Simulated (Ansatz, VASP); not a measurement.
**AgPt3 in VASP and in Ansatz**

```xyz
4
Lattice="3.9258 0.0000 0.0000 0.0000 3.9258 0.0000 0.0000 0.0000 3.9258" Properties=species:S:1:pos:R:3 pbc="T T T"
Ag    0.0000    0.0000    0.0000
Pt    0.0000    1.9629    1.9629
Pt    1.9629    0.0000    1.9629
Pt    1.9629    1.9629    0.0000
```

Change from the starting cell: volume scaled by 1.02, PAW files.

Alike in both runs: task electric field gradients; functional LDA; k mesh 9 × 9 × 9; occupations fermi-dirac, width 0.08 eV; no spin polarisation.

|  | VASP | Ansatz |
| --- | --- | --- |
| version | VASP 6.6.1 | Ansatz 0.2.0 |
| potentials or method | VASP PAW LDA potentials, release 64 (Ag, Pt) | PAW with Ansatz's default frozen-core files, scalar-relativistic |
| plane-wave cutoff (eV) | 520 | 420 |
| valence electrons in the cell | 41 | 73 |

|  | VASP | Ansatz | Ansatz less VASP |
| --- | --- | --- | --- |
| pressure (GPa) | -2.3 | -2.8 | -0.55 |
| Vzz of the field gradient on the site that differs most (V/Å²) | -13.6 | 11.7 | +25.28 |

The two sets of potentials don't hold the same shells in valence. Ansatz warned: «gradients_without_spin_orbit».

The runs have no spin-orbit coupling, so splittings on Pt are missing.
